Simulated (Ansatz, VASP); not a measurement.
# Se (Selenium) in two plane-wave programs

Wanted: the spread between two codes on one cell, functional and k mesh. The cell is taken from a series of runs on this material, whose earlier steps may have relaxed, scaled, displaced or heated it; both programs get it as it stands.

Method: plane waves, with VASP 6.6.1 beside it; single point at HSE06, in Ansatz 0.2.0.

### Step 1. Starting point

The structure is trigonal, space group P3_121 (No. 152). The conventional cell has a = 4.454 Å, b = 4.454 Å, c = 5.053 Å, α = 90.00°, β = 90.00°, γ = 120.00°. Nearest to Se lie 2 Se at 2.41 Å.

Structure file:

```cif
data_structure
_symmetry_space_group_name_H-M 'P3_121'
_symmetry_Int_Tables_number 152
_cell_length_a 4.4535
_cell_length_b 4.4535
_cell_length_c 5.0527
_cell_angle_alpha 90.000
_cell_angle_beta 90.000
_cell_angle_gamma 120.000
_cell_volume 86.79
loop_
_atom_site_label
_atom_site_type_symbol
_atom_site_symmetry_multiplicity
_atom_site_Wyckoff_symbol
_atom_site_fract_x
_atom_site_fract_y
_atom_site_fract_z
_atom_site_occupancy
Se1 Se 3 a 0.22267 0.00000 0.33333 1
```

### Step 2. VASP: single point, HSE06

With cell and atoms fixed, the geometry can't cause a difference; cores, projectors, grids and the points listed under the comparison can.

Lines of VASP's logs that name or quote its potential files are left out, and so is its time.

The run reads the wave functions of an earlier VASP run, which isn't shown here.

The input, INCAR:

```
SYSTEM = Se
PREC = Accurate
ENCUT = 400
EDIFF = 1E-06
NELM = 100
ISMEAR = 0
SIGMA = 0.01
LREAL = .FALSE.
ALGO = Normal
LHFCALC = .TRUE.
AEXX = 0.25
GGA = PE
HFSCREEN = 0.208
LASPH = .TRUE.
NBANDS = 15
PRECFOCK = Fast
LORBIT = 11
LWAVE = .FALSE.
LCHARG = .FALSE.
KPAR = 16
ISIF = 2
```

The input, POSCAR:

```
Se
1.0
    4.4535240000      0.0000000000      0.0000000000
   -2.2267620000      3.8568649204      0.0000000000
    0.0000000000      0.0000000000      5.0526720000
Se
3
Direct
    0.2226665723      0.0000000000      0.3333333333
    0.0000000000      0.2226665723      0.6666666667
    0.7773334277      0.7773334277      0.0000000000
```

The input, KPOINTS:

```
Automatic mesh
0
Gamma
6 6 4
0 0 0
```

Potentials, in the order of the species: Se (PBE family, release 64).

Run with:

```sh
mpirun -np 16 vasp_std
```

Numbers of over 12 decimals in the logs are rounded to 6 here.

The program printed:

```text
[banner, memory and clock lines left out]
running   16 mpi-ranks, on    1 nodes
 distrk:  each k-point on    1 cores,   16 groups
 distr:  one band on    1 cores,    1 groups

 POSCAR found type information on POSCAR Se
 POSCAR found :  1 types and       3 ions
|                                                                             |
|           W    W    AA    RRRRR   N    N  II  N    N   GGGG   !!!           |
|           W    W   A  A   R    R  NN   N  II  NN   N  G    G  !!!           |
|           W    W  A    A  R    R  N N  N  II  N N  N  G       !!!           |
|           W WW W  AAAAAA  RRRRR   N  N N  II  N  N N  G  GGG   !            |
|           WW  WW  A    A  R   R   N   NN  II  N   NN  G    G                |
|           W    W  A    A  R    R  N    N  II  N    N   GGGG   !!!           |
|                                                                             |
|     For optimal performance we recommend to set                             |
|       NCORE = 2 up to number-of-cores-per-socket                            |
|     NCORE specifies how many cores store one orbital (NPAR=cpu/NCORE).      |
|     This setting can greatly improve the performance of VASP for DFT.       |
|     The default, NCORE=1 might be grossly inefficient on modern             |
|     multi-core architectures or massively parallel machines. Do your        |
|     Unfortunately you need to use the default for GW and RPA                |
|     calculations (for HF NCORE is supported but not extensively tested      |
|     yet).                                                                   |
|                                                                             |

 LDA part: xc-table for (Slater+PW92), standard interpolation
 found WAVECAR, reading the header
 POSCAR, INCAR and KPOINTS ok, starting setup
 FFT: planning ... GRIDC
 FFT: planning ... GRID_SOFT
 FFT: planning ... GRID
 reading WAVECAR
 the WAVECAR file was read successfully
 initial charge from wavefunction
 entering main loop
       N       E                     dE             d eps       ncg     rms          rms(c)
DAV:   1    -0.132213653926E+02   -0.13221E+02   -0.68259E-01   720   0.604E+00    0.202E+00
DAV:   2    -0.132313342473E+02   -0.99689E-02   -0.32048E-02   783   0.106E+00    0.131E+00
DAV:   3    -0.132288657960E+02    0.24685E-02   -0.24983E-03   937   0.297E-01    0.755E-01
DAV:   4    -0.132280359931E+02    0.82980E-03   -0.80605E-04   909   0.179E-01    0.399E-01
DAV:   5    -0.132277973541E+02    0.23864E-03   -0.18647E-04   888   0.895E-02    0.216E-01
DAV:   6    -0.132277250545E+02    0.72300E-04   -0.45735E-05   923   0.452E-02    0.118E-01
DAV:   7    -0.132277040526E+02    0.21002E-04   -0.13822E-05   923   0.251E-02    0.641E-02
DAV:   8    -0.132276985964E+02    0.54562E-05   -0.44725E-06   860   0.145E-02    0.346E-02
DAV:   9    -0.132276975097E+02    0.10867E-05   -0.13584E-06   479   0.835E-03    0.188E-02
DAV:  10    -0.132276975564E+02   -0.46759E-07   -0.56357E-07   451   0.573E-03
   1 F= -.13227698E+02 E0= -.13227698E+02  d E =-.932190E-23
```

Parts of OUTCAR (step 2):

```text
ion  position               nearest neighbor table
   1  0.223  0.000  0.333-   3 2.41   2 2.41
   2  0.000  0.223  0.667-   3 2.41   1 2.41
   3  0.777  0.777  0.000-   1 2.41   2 2.41

  LATTYP: Found a hexagonal cell.
 ALAT       =     4.4535240000
 C/A-ratio  =     1.1345334616

 Subroutine GETGRP returns: Found  6 space group operations
 (whereof  2 operations were pure point group operations)

The static configuration has the point symmetry C_2 .
 The point group associated with its full space group is D_3 .

 Found     24 irreducible k-points:

   k-points           NKPTS =     24   k-points in BZ     NKDIM =    144   number of bands    NBANDS=     15

   dimension x,y,z NGX =    30 NGY =   30 NGZ =   36
   dimension x,y,z NGXF=    60 NGYF=   60 NGZF=   72

   ENCUT  =  400.0 eV  29.40 Ry    5.42 a.u.   7.26  7.26  8.24*2*pi/ulx,y,z

   NELECT =      18.0000    total number of electrons

 k-points in reciprocal lattice and weights: Automatic mesh
   0.00000000  0.00000000  0.00000000       0.007
   0.16666667  0.00000000  0.00000000       0.042
   0.33333333  0.00000000  0.00000000       0.042
   0.50000000  0.00000000  0.00000000       0.021
   0.16666667  0.16666667  0.00000000       0.042
   0.33333333  0.16666667  0.00000000       0.083
   0.33333333  0.33333333  0.00000000       0.014
   0.00000000  0.00000000  0.25000000       0.014
   0.16666667  0.00000000  0.25000000       0.042
[...]
0.33333333  0.16666667  0.50000000       0.083
   0.33333333  0.33333333  0.50000000       0.014

  exchange ACFDT corr.  =         0.00000000  see jH, gK, PRB 81, 115126

 average (electrostatic) potential at core
       1 -53.1053       2 -53.1053       3 -53.1053

 E-fermi :   1.6417

 k-point     1 :       0.0000    0.0000    0.0000
  band No.  band energies     occupation
    ...
      5      -2.3473      2.00000
      6      -2.1560      2.00000
      7      -0.5895      2.00000
      8      -0.5895      2.00000
      9       1.0601      2.00000
     10       4.2792      0.00000
     11       4.2792      0.00000
     12       4.6707      0.00000
     13       8.4649      0.00000
     14       9.0349      0.00000
    ...

 k-point     2 :       0.1667    0.0000    0.0000
  band No.  band energies     occupation
    ...
      5      -2.6469      2.00000
      6      -2.0246      2.00000
      7      -0.5596      2.00000
      8      -0.1975      2.00000
      9       0.8761      2.00000
     10       4.2001      0.00000
     11       4.2802      0.00000
     12       4.9209      0.00000
     13       8.5592      0.00000
     14       8.8741      0.00000
    ...

 k-point     3 :       0.3333    0.0000    0.0000
  band No.  band energies     occupation
    ...
      5      -3.0299      2.00000
      6      -2.0587      2.00000
      7      -0.8138      2.00000
      8      -0.2329      2.00000
      9       0.5813      2.00000
     10       4.3028      0.00000
     11       4.5820      0.00000
     12       5.7046      0.00000
     13       8.2169      0.00000
     14       9.1950      0.00000
    ...

  Total       -0.6511015     -0.6511015     -1.8835816      0.0000000      0.0000000     -0.0000000
  in kB      -12.0198741    -12.0198741    -34.7724823      0.0000000      0.0000000     -0.0000000
  external PRESSURE =     -19.6040768 kB  Pullay stress =       0.0000000 kB

  energy-cutoff  :      400.00
  volume of cell :       86.79
      direct lattice vectors                 reciprocal lattice vectors
     4.453524000  0.000000000  0.000000000     0.224541285  0.129638971  0.000000000
    -2.226762000  3.856864920  0.000000000     0.000000000  0.259277942  0.000000000
     0.000000000  0.000000000  5.052672000     0.000000000  0.000000000  0.197915083

 POSITION                                       TOTAL-FORCE (eV/Angst)
 -----------------------------------------------------------------------------------
      0.99165      0.00000      1.68422        -0.573216     -0.000000     -0.000000
     -0.49583      0.85879      3.36845         0.286608     -0.496420      0.000000
      1.73094      2.99807      0.00000         0.286608      0.496420      0.000000
 -----------------------------------------------------------------------------------
    total drift:                               -0.000000     -0.000002     -0.000000

  FREE ENERGIE OF THE ION-ELECTRON SYSTEM (eV)
  ---------------------------------------------------
  free  energy   TOTEN  =       -13.2276975564 eV

  energy  without entropy=      -13.2276975564  energy(sigma->0) =      -13.22769756

 total charge
# of ion       s       p       d       tot
------------------------------------------
    1        1.523   2.192   0.052   3.767
    2        1.523   2.192   0.052   3.767
    3        1.523   2.192   0.052   3.767
--------------------------------------------------
tot          4.569   6.575   0.157  11.302

[... 3 further parts left out ...]
```

The run ends at a pressure of -1.96 GPa, with forces up to 0.57 eV/Å.

[end of part 1 of 2]

[Lines on the potential files, build, host, timing and source positions are cut from VASP's logs without a mark.]

[Logs are printed without paths, hosts, clocks, repeated set-up lines and the standing remarks that a program may print on its own settings, such as how far it seeks lower states.]

[Hosts, paths, dates, database ids (printed as entryN), source tags and the programs' standing remarks are cut or masked in the printed files.]
